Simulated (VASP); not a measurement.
Level of theory: PBE GGA, VASP's PBE PAW potentials (set 64) (plane waves; VASP).

Input for VASP

### POSCAR
```
SiC
1.0
  0.0000000000   2.0779310324   2.0779310324
  2.0779310324   0.0000000000   2.0779310324
  2.0779310324   2.0779310324   0.0000000000
Si C
1 1
direct
  0.0000000000   0.0000000000   0.0000000000
  0.2500000000   0.2500000000   0.2500000000
```

INCAR:
```
# general
SYSTEM =SiC
PREC   =Accurate
ENCUT  =620
LREAL  =F
LASPH  =T

# electronic loop
EDIFF  =1E-6
NELM   =100
ALGO   =Normal

# smearing
ISMEAR =0
SIGMA  =0.05

# functional
GGA    =PE

# ions
IBRION =2
NSW    =40
ISIF   =3
EDIFFG =-0.02
PSTRESS=450

# output
LWAVE  =F
LCHARG =F
```

**KPOINTS**
```
Automatic mesh
0
Gamma
11 11 11
0 0 0
```

POTCAR, in this order: Si C (PBE.64 set). Program: vasp_std.

What VASP printed:

File OUTCAR:
```
 ion  position               nearest neighbor table
   1  0.000  0.000  0.000-   2 1.80   2 1.80   2 1.80   2 1.80
   2  0.250  0.250  0.250-   1 1.80   1 1.80   1 1.80   1 1.80
  LATTYP: Found a face centered cubic cell.
 ALAT       =     4.1558620648
 Subroutine PRICEL returns:
 Original cell was already a primitive cell.
 Subroutine GETGRP returns: Found 24 space group operations
The static configuration has the point symmetry T_d .
The dynamic configuration has the point symmetry T_d .
 Subroutine INISYM returns: Found 24 space group operations
 Subroutine IBZKPT returns following result:
 Found     56 irreducible k-points:

 Following reciprocal coordinates:
            Coordinates               Weight
  0.000000  0.000000  0.000000      1.000000
  0.090909  0.000000  0.000000      8.000000
  0.181818  0.000000  0.000000      8.000000
  0.272727  0.000000  0.000000      8.000000
  0.363636  0.000000  0.000000      8.000000
  0.454545  0.000000  0.000000      8.000000
  0.090909  0.090909  0.000000      6.000000
  0.181818  0.090909  0.000000     24.000000
  0.272727  0.090909  0.000000     24.000000
  0.363636  0.090909  0.000000     24.000000
  0.454545  0.090909  0.000000     24.000000
 -0.454545  0.090909  0.000000     24.000000
 -0.363636  0.090909  0.000000     24.000000
 -0.272727  0.090909  0.000000     24.000000
 -0.181818  0.090909  0.000000     24.000000
 -0.090909  0.090909  0.000000     12.000000
  0.181818  0.181818  0.000000      6.000000
  0.272727  0.181818  0.000000     24.000000
  0.363636  0.181818  0.000000     24.000000
  0.454545  0.181818  0.000000     24.000000
 -0.454545  0.181818  0.000000     24.000000
 -0.363636  0.181818  0.000000     24.000000
 -0.272727  0.181818  0.000000     24.000000
 -0.181818  0.181818  0.000000     12.000000
  0.272727  0.272727  0.000000      6.000000
  0.363636  0.272727  0.000000     24.000000
  0.454545  0.272727  0.000000     24.000000
 -0.454545  0.272727  0.000000     24.000000
 -0.363636  0.272727  0.000000     24.000000
 -0.272727  0.272727  0.000000     12.000000
  0.363636  0.363636  0.000000      6.000000
  0.454545  0.363636  0.000000     24.000000
 -0.454545  0.363636  0.000000     24.000000
 -0.363636  0.363636  0.000000     12.000000
  0.454545  0.454545  0.000000      6.000000
 -0.454545  0.454545  0.000000     12.000000
  0.272727  0.181818  0.090909     24.000000
  0.363636  0.181818  0.090909     48.000000
  0.454545  0.181818  0.090909     48.000000
 -0.454545  0.181818  0.090909     48.000000
   k-points           NKPTS =     56   k-points in BZ     NKDIM =     56   number of bands    NBANDS=      8
   number of dos      NEDOS =    301   number of ions     NIONS =      2
   total plane-waves  NPLWV =  13824
   dimension x,y,z NGX =    24 NGY =   24 NGZ =   24
   dimension x,y,z NGXF=    48 NGYF=   48 NGZF=   48
   ions per type =               1   1
   PREC   = accura    normal or accurate (medium, high low for compatibility)
   ISTART =      0    job   : 0-new  1-cont  2-samecut
   ICHARG =      2    charge: 1-file 2-atom 10-const
   ISPIN  =      1    spin polarized calculation?
   LNONCOLLINEAR =      F non collinear calculations
   LSORBIT =      F    spin-orbit coupling
   INIWAV =      1    electr: 0-lowe 1-rand  2-diag
   ENCUT  =  620.0 eV  45.57 Ry    6.75 a.u.   5.97  5.97  5.97*2*pi/ulx,y,z
   NELM   =    100;   NELMIN=  2; NELMDL= -5     # of ELM steps
   EDIFF  = 0.1E-05   stopping-criterion for ELM
   LREAL  =      F    real-space projection
   NLSPLINE    = F    spline interpolate recip. space projectors
   LMAXMIX     =    2 max onsite mixed and CHGCAR
...
```

**OSZICAR**
```
       N       E                     dE             d eps       ncg     rms          rms(c)
DAV:   1     0.761716901650E+01    0.76172E+01   -0.49017E+03   936   0.994E+02
DAV:   2    -0.166314883018E+02   -0.24249E+02   -0.22923E+02  1288   0.121E+02
DAV:   3    -0.169744273948E+02   -0.34294E+00   -0.34294E+00  1032   0.176E+01
DAV:   4    -0.169752573526E+02   -0.82996E-03   -0.82996E-03  1432   0.984E-01
DAV:   5    -0.169752576227E+02   -0.27002E-06   -0.27001E-06  1040   0.134E-02    0.105E+01
DAV:   6    -0.148006133747E+02    0.21746E+01   -0.79299E+00   976   0.170E+01    0.473E+00
DAV:   7    -0.146916919582E+02    0.10892E+00   -0.57474E-01  1352   0.524E+00    0.207E+00
DAV:   8    -0.146827697590E+02    0.89222E-02   -0.20638E-02   920   0.135E+00    0.150E-01
DAV:   9    -0.146830483121E+02   -0.27855E-03   -0.53112E-04  1448   0.224E-01    0.104E-01
DAV:  10    -0.146831342097E+02   -0.85898E-04   -0.13633E-04  1120   0.102E-01    0.210E-02
DAV:  11    -0.146831352156E+02   -0.10059E-05   -0.15649E-05  1160   0.271E-02    0.451E-03
DAV:  12    -0.146831355589E+02   -0.34333E-06   -0.61139E-07   688   0.682E-03
   1 F= -.96431962E+01 E0= -.96431962E+01  d E =-.964320E+01
```

OUTCAR:
```
------------------------ aborting loop because EDIFF is reached ----------------------------------------
  FORCE on cell =-STRESS in cart. coord.  units (eV):
  Direction    XX          YY          ZZ          XY          YZ          ZX
  --------------------------------------------------------------------------------------
  Total        5.0390873      5.0390873      5.0390873     -0.0000000      0.0000000      0.0000000
  in kB      449.9239160    449.9239160    449.9239160     -0.0000000      0.0000000      0.0000000
  external PRESSURE =      -0.0760840 kB  Pullay stress =     450.0000000 kB
  volume of cell :       17.94
      direct lattice vectors                 reciprocal lattice vectors
     0.000000000  2.077931032  2.077931032    -0.240623963  0.240623963  0.240623963
     2.077931032  0.000000000  2.077931032     0.240623963 -0.240623963  0.240623963
     2.077931032  2.077931032  0.000000000     0.240623963  0.240623963 -0.240623963
  FREE ENERGIE OF THE ION-ELECTRON SYSTEM (eV)
  ---------------------------------------------------
  free  energy   TOTEN  =       -14.6831355589 eV

  energy  without entropy=      -14.6831355589  energy(sigma->0) =      -14.68313556
  enthalpy is  TOTEN    =        -9.6431961646 eV   P V=        5.0399393943

 reached required accuracy - stopping structural energy minimisation
```
(Selected blocks of OUTCAR.)

File OUTCAR:
```
 val. band max:        9.7849412811   @ k =   0.0000   0.0000   0.0000

 cond. band min:      11.1094191498   @ k =   0.4545   0.4545   0.0000


 Fermi energy:        10.0091253659

 k-point     1 :       0.0000    0.0000    0.0000
  band No.  band energies     occupation
      1      -6.7792      2.00000
      2       9.7849      2.00000
      3       9.7849      2.00000
      4       9.7849      2.00000
      5      17.7139      0.00000
      6      18.1609      0.00000
      7      18.1609      0.00000
      8      18.1609      0.00000

 k-point     2 :       0.0909    0.0000    0.0000
  band No.  band energies     occupation
      1      -6.5987      2.00000
      2       8.9155      2.00000
      3       9.6713      2.00000
      4       9.6713      2.00000
      5      17.7080      0.00000
      6      18.3850      0.00000
      7      18.3850      0.00000
      8      18.6110      0.00000

 k-point     3 :       0.1818    0.0000    0.0000
  band No.  band energies     occupation
      1      -6.0625      2.00000
      2       6.9443      2.00000
      3       9.3983      2.00000
      4       9.3983      2.00000
      5      17.3593      0.00000
      6      18.7235      0.00000
      7      18.7235      0.00000
      8      19.7583      0.00000

 k-point     4 :       0.2727    0.0000    0.0000
  band No.  band energies     occupation
      1      -5.1913      2.00000
      2       4.6536      2.00000
      3       9.0945      2.00000
      4       9.0945      2.00000
      5      16.9803      0.00000
      6      18.5279      0.00000
      7      18.5279      0.00000
      8      20.5877      0.00000

 k-point     5 :       0.3636    0.0000    0.0000
  band No.  band energies     occupation
      1      -4.0459      2.00000
      2       2.4491      2.00000
      3       8.8552      2.00000
      4       8.8552      2.00000
      5      16.7102      0.00000
      6      18.0093      0.00000
      7      18.0093      0.00000
...
```

The compound is SiC in the zinc blende structure. It was relaxed first under an external pressure of 45 GPa.
